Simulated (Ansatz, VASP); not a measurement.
# BaAu3: VASP beside Ansatz

```
CELL_PARAMETERS angstrom
4.71794 0.00000 0.00000
0.00000 4.71794 0.00000
0.00000 0.00000 4.71794
ATOMIC_POSITIONS crystal
Ba 0.00000 0.00000 0.00000
Au 0.00000 0.50000 0.50000
Au 0.50000 0.50000 0.00000
Au 0.50000 0.00000 0.50000
```

Alike in both runs: task single point; functional PBE; k mesh 8 × 8 × 8; occupations gaussian, width 0.05 eV; no spin polarisation.

|  | VASP | Ansatz |
| --- | --- | --- |
| version | VASP 6.6.1 | Ansatz 0.2.0 |
| potentials or method | VASP PAW PBE potentials, release 64 (Ba_sv, Au) | scalar-relativistic, plane waves, PAW |
| plane-wave cutoff (eV) | 520 | 420 |
| valence electrons in the cell | 43 | 67 |

Ansatz gave:

- gap on the k mesh at the Fermi level (eV): none
- pressure (GPa): -1.6

Task: What did VASP give for the same quantities?

Result: gap on the k mesh at the Fermi level (eV): none; pressure (GPa): -1.1.

A gap of «none» marks a metal or a gap that the smearing closes. The functional is the same, so the differences come from potentials, cutoffs and numerics. The two sets of potentials don't hold the same shells in valence.

The runs have no spin-orbit coupling, so splittings on Au, Ba are missing.
